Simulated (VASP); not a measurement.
All values below come from PBE GGA, VASP's PBE PAW potentials (set 64) (plane waves; VASP).

VASP ran on this input.

### INCAR
```
# general
SYSTEM  = AsIr2
PREC    = Accurate
ENCUT   = 300
LREAL   = F
LASPH   = T

# electronic loop
EDIFF   = 1E-6
NELM    = 100
ALGO    = Normal
LMAXMIX = 6

# smearing
ISMEAR  = 0
SIGMA   = 0.05

# functional
GGA     = PE

# ions
ISIF    = 2

# output
LWAVE   = F
LCHARG  = F
```

KPOINTS:
```
Automatic mesh
0
Gamma
5 5 3
0 0 0
```

POSCAR:
```
AsIr2
1
    3.8888360000     0.0000000000     0.0000000000
    0.0000000000     3.8888360000     0.0000000000
    0.0000000000     0.0000000000     5.9337660000
Ir As
4 2
Direct
 -0.0118910000   0.0168490000  -0.0083220000
  0.5058040000   0.4915010000  -0.0013760000
  0.5058680000  -0.0096590000   0.2612100000
  0.0028860000   0.4955030000   0.7396640000
  0.4999620000   0.0115060000   0.7023290000
 -0.0026280000   0.4943000000   0.3064940000
```

POTCAR, in this order: Ir As (PBE.64 set). Program: vasp_std.

At this cut-off the stress carries a Pulay error, which pulls relaxed volumes low. Unless said otherwise, spin-orbit coupling is left out, though it shifts the bands of the heavy elements here.

Task: Predict the energy per atom (σ→0), pressure, largest force, band gap (on the k-mesh).

Result: 
```yaml
energy per atom (σ→0): -6.741 eV/atom
band gap (on the k-mesh): none (metal, semimetal or under 0.01 eV)
pressure: 36.52 GPa
largest_force: 7.168 eV/Å
```

### OSZICAR
```
...
DAV:   9    -0.404536749763E+02    0.67228E-02   -0.19064E-01  2861   0.439E+00    0.587E-01
DAV:  10    -0.404530063929E+02    0.66858E-03   -0.23082E-02  3346   0.148E+00    0.454E-01
DAV:  11    -0.404517914641E+02    0.12149E-02   -0.86478E-03  3189   0.999E-01    0.223E-01
DAV:  12    -0.404517724901E+02    0.18974E-04   -0.18435E-03  3226   0.465E-01    0.101E-01
DAV:  13    -0.404517061831E+02    0.66307E-04   -0.48457E-04  3193   0.252E-01    0.551E-02
DAV:  14    -0.404516909285E+02    0.15255E-04   -0.10099E-04  3200   0.104E-01    0.221E-02
DAV:  15    -0.404516911554E+02   -0.22686E-06   -0.58962E-06  2259   0.219E-02
   1 F= -.40451691E+02 E0= -.40447473E+02  d E =-.843668E-02
```

The structure was generated: AsIr2 was put into an ordered model structure, which need not be its known phase. The cell was not relaxed at this level, atoms are displaced from their ideal sites. The k-mesh is coarse (spacing up to 0.35 per Å, 2π included), so the numbers may not be converged in it.
